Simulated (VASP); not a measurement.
Calculation: RPBE GGA, VASP's PBE PAW potentials (set 64) (plane waves; VASP).

VASP ran on this input.

**POSCAR**
```
Ta
1.0
 -1.6500000000   1.6500000000   1.6500000000
  1.6500000000  -1.6500000000   1.6500000000
  1.6500000000   1.6500000000  -1.6500000000
Ta
1
Direct
  0.0000000000   0.0000000000   0.0000000000
```

### KPOINTS
```
Automatic mesh
0
Gamma
14 14 14
0 0 0
```

### INCAR
```
SYSTEM  =  Ta
PREC  =  Accurate; ENCUT  =  520; LREAL  =  .FALSE.
LASPH  =  .TRUE.
EDIFF  =  1E-6; NELM  =  100; ALGO  =  Normal
LMAXMIX  =  6
ISMEAR  =  1; SIGMA  =  0.1
GGA  =  RP
IBRION  =  2; NSW  =  60; ISIF  =  3
EDIFFG  =  -0.01
LWAVE  =  .FALSE.; LCHARG  =  .FALSE.
```

POTCAR, in this order: Ta_pv (PBE.64 set). Program: vasp_std.

The resulting files:

File OSZICAR:
```
       N       E                     dE             d eps       ncg     rms          rms(c)
DAV:   1     0.473802423321E+02    0.47380E+02   -0.65885E+03  1880   0.117E+03
DAV:   2    -0.110265579467E+02   -0.58407E+02   -0.57699E+02  2404   0.249E+02
DAV:   3    -0.117278748489E+02   -0.70132E+00   -0.67030E+00  2143   0.270E+01
DAV:   4    -0.117335001543E+02   -0.56253E-02   -0.56150E-02  2096   0.186E+00
DAV:   5    -0.117335451672E+02   -0.45013E-04   -0.45011E-04  2110   0.139E-01    0.133E+01
DAV:   6    -0.114076305846E+02    0.32591E+00   -0.37365E-01  1942   0.760E+00    0.660E+00
DAV:   7    -0.113077461288E+02    0.99884E-01   -0.31264E-01  1964   0.661E+00    0.414E-01
DAV:   8    -0.113068428464E+02    0.90328E-03   -0.21078E-03  2106   0.534E-01    0.949E-02
DAV:   9    -0.113068858752E+02   -0.43029E-04   -0.12462E-04  2002   0.148E-01    0.373E-02
DAV:  10    -0.113068782293E+02    0.76459E-05   -0.45283E-06  1956   0.337E-02    0.778E-03
DAV:  11    -0.113068790048E+02   -0.77543E-06   -0.57150E-08   986   0.370E-03
   1 F= -.11306879E+02 E0= -.11306933E+02  d E =-.113069E+02
       N       E                     dE             d eps       ncg     rms          rms(c)
DAV:   1    -0.120818974851E+02   -0.77502E+00   -0.28338E+01  1904   0.793E+01    0.744E+00
DAV:   2    -0.113872660747E+02    0.69463E+00   -0.11032E+00  1905   0.122E+01    0.256E+00
DAV:   3    -0.112483146782E+02    0.13895E+00   -0.49817E-01  1945   0.801E+00    0.898E-01
DAV:   4    -0.112514792974E+02   -0.31646E-02   -0.57235E-03  2107   0.872E-01    0.119E-01
DAV:   5    -0.112515395745E+02   -0.60277E-04   -0.40176E-04  2057   0.222E-01    0.632E-02
DAV:   6    -0.112515406444E+02   -0.10700E-05   -0.12789E-05  1935   0.474E-02    0.650E-03
DAV:   7    -0.112515408298E+02   -0.18540E-06   -0.53401E-07  1202   0.906E-03
   2 F= -.11251541E+02 E0= -.11251106E+02  d E =0.553382E-01
       N       E                     dE             d eps       ncg     rms          rms(c)
DAV:   1    -0.117226517488E+02   -0.47111E+00   -0.12848E+01  1897   0.503E+01    0.547E+00
DAV:   2    -0.113905644228E+02    0.33209E+00   -0.45639E-01  1896   0.870E+00    0.185E+00
DAV:   3    -0.113188282562E+02    0.71736E-01   -0.23505E-01  1939   0.589E+00    0.777E-01
DAV:   4    -0.113201164046E+02   -0.12881E-02   -0.32349E-03  2131   0.694E-01    0.126E-01
DAV:   5    -0.113201939332E+02   -0.77529E-04   -0.12559E-04  2080   0.113E-01    0.432E-02
DAV:   6    -0.113201935353E+02    0.39788E-06   -0.19073E-06  1843   0.210E-02
   3 F= -.11320194E+02 E0= -.11320247E+02  d E =-.133145E-01
       N       E                     dE             d eps       ncg     rms          rms(c)
DAV:   1    -0.113202287667E+02   -0.34834E-04   -0.96231E-04  1905   0.450E-01    0.482E-02
DAV:   2    -0.113202043666E+02    0.24400E-04   -0.33372E-05  1910   0.723E-02    0.164E-02
DAV:   3    -0.113201990010E+02    0.53656E-05   -0.19189E-05  1944   0.524E-02    0.686E-03
DAV:   4    -0.113201996492E+02   -0.64819E-06   -0.18343E-07   955   0.535E-03
   4 F= -.11320200E+02 E0= -.11320251E+02  d E =-.133206E-01
```

OUTCAR:
```
------------------------ aborting loop because EDIFF is reached ----------------------------------------
  FORCE on cell =-STRESS in cart. coord.  units (eV):
  Direction    XX          YY          ZZ          XY          YZ          ZX
  --------------------------------------------------------------------------------------
  Total       -0.0009192     -0.0009192     -0.0009192      0.0000000      0.0000000      0.0000000
  in kB       -0.0792498     -0.0792498     -0.0792498      0.0000000      0.0000000      0.0000000
  external PRESSURE =      -0.0792498 kB  Pullay stress =       0.0000000 kB
  volume of cell :       18.58
      direct lattice vectors                 reciprocal lattice vectors
    -1.668615106  1.668615106  1.668615106     0.000000000  0.299649691  0.299649691
     1.668615106 -1.668615106  1.668615106     0.299649691  0.000000000  0.299649691
     1.668615106  1.668615106 -1.668615106     0.299649691  0.299649691  0.000000000
 POSITION                                       TOTAL-FORCE (eV/Angst)
 -----------------------------------------------------------------------------------
      0.00000      0.00000     -0.00000        -0.000000     -0.000000      0.000000
 -----------------------------------------------------------------------------------
    total drift:                                0.000000      0.000000      0.000000
  FREE ENERGIE OF THE ION-ELECTRON SYSTEM (eV)
  ---------------------------------------------------
  free  energy   TOTEN  =       -11.3201996492 eV

  energy  without entropy=      -11.3203528390  energy(sigma->0) =      -11.32025071

 reached required accuracy - stopping structural energy minimisation
```
(Selected blocks of OUTCAR.)

CONTCAR:
```
Ta
   1.00000000000000
    -1.6686151055423064    1.6686151055423064    1.6686151055423064
     1.6686151055423064   -1.6686151055423064    1.6686151055423064
     1.6686151055423064    1.6686151055423064   -1.6686151055423064
  Ta
     1
Direct
     0.0000000000000000    0.0000000000000000    0.0000000000000000
```

Energy and stress use the plane-wave basis of the starting cell.

The compound is Ta in the bcc structure. This run relaxes it. Symmetry was kept, so distortions that lower it aren't found.
